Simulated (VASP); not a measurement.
Data:

```yaml
crystal:
  lattice:
    - [0.00000, 2.69502, 2.69502]
    - [2.69502, 0.00000, 2.69502]
    - [2.69502, 2.69502, 0.00000]
  atoms:
    - { symbol: Ga, position: [0.00000, 0.00000, 0.00000] }
    - { symbol: P, position: [0.25000, 0.25000, 0.25000] }
```

Calculation: LDA (Ceperley-Alder, Perdew-Zunger) with spin-orbit coupling, VASP's LDA PAW potentials (set 64) (plane waves; VASP). Run with 400 eV cut-off, 8×8×8 Γ-centred mesh, Gaussian smearing of 0.050 eV, potentials Ga_d P.

Task: Estimate the energy per atom (σ→0), band gap (over mesh and band path) with the smallest direct gap where there is one.

Result: 
```yaml
band gap (over mesh and band path): 1.35 eV
smallest direct gap (over mesh and band path): 1.89 eV
energy per atom (σ→0): -5.228 eV/atom
```

Only differences to runs with the same potentials and settings are physical.

The compound is GaP in the zinc blende structure. It was relaxed first.
